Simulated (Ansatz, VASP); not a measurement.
**Two plane-wave programs on Ga2Sb2CO**

```
Sb Ga O C
1.0
     4.33438    0.00000    0.00000
    -2.16719    3.75368    0.00000
     0.00000    0.00000   23.31974
Sb Ga O C
2 2 1 1
Direct
  0.00000 0.00000 0.17153
  0.33333 0.66667 0.33016
  0.33333 0.66667 0.20947
  0.66667 0.33333 0.36320
  0.66667 0.33333 0.49614
  0.66667 0.33333 0.54545
```

Alike in both runs: task single point; functional PBE; dispersion D3(BJ); k mesh 6 × 6 × 1; occupations gaussian, width 0.1 eV; no spin polarisation.

|  | VASP | Ansatz |
| --- | --- | --- |
| version | VASP 6.6.1 | Ansatz 0.2.0 |
| potentials or method | VASP PAW PBE potentials, release 64 (Sb, Ga_d, O, C) | scalar-relativistic, plane waves, PAW |
| plane-wave cutoff (eV) | 520 | 420 |
| valence electrons in the cell | 46 | 66 |

Ansatz gave:

```
gap on the k mesh at the Fermi level (eV) : 0.06
least direct gap on the mesh (eV)         : 0.06
rms of the force components (eV/Å)        : 0.514
```

Q: Which values does VASP return?

A: gap on the k mesh at the Fermi level (eV): 0.06; least direct gap on the mesh (eV): 0.06; rms of the force components (eV/Å): 0.245.

One of these differences is far larger than is usual between the two programs; its cause wasn't traced. The two sets of potentials don't hold the same shells in valence.

Caveats: the standard files for N, O and F lose accuracy on very short bonds; spin-orbit coupling is left out, which moves the levels of the heavy elements.
